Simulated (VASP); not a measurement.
```
Sc
1.0
    1.65656    -2.86925     0.00000
    1.65656     2.86925     0.00000
    0.00000     0.00000     5.14519
Sc
2
Direct
  0.33333   0.66667   0.25000
  0.66667   0.33333   0.75000
```

Computed with PW91 GGA, VASP's PBE PAW potentials (set 64) (plane waves; VASP 6.6.1). Numerical set-up: 520 eV cut-off, Gaussian smearing of 0.050 eV, potentials Sc_sv.

### Question
Give the energies of bands 9 to 14 at the high-symmetry points, in eV from the Fermi level.

### Answer

| band | Γ | M | K | A | L | H |
|---|---|---|---|---|---|---|
| 9 | -5.11 | -1.61 | -0.71 | -3.55 | -1.48 | -0.41 |
| 10 | -1.64 | -1.06 | -0.71 | -3.55 | -1.48 | -0.41 |
| 11 | 0.69 | -0.68 | -0.61 | 0.98 | 0.07 | -0.14 |
| 12 | 1.57 | -0.34 | -0.51 | 0.98 | 0.07 | -0.14 |
| 13 | 1.57 | 1.31 | 1.02 | 1.48 | 1.30 | 0.27 |
| 14 | 1.85 | 1.31 | 1.02 | 1.48 | 1.30 | 0.27 |

It has no gap at this level: it comes out as a metal or semimetal.

The compound is Sc in the hcp structure. It was relaxed first.
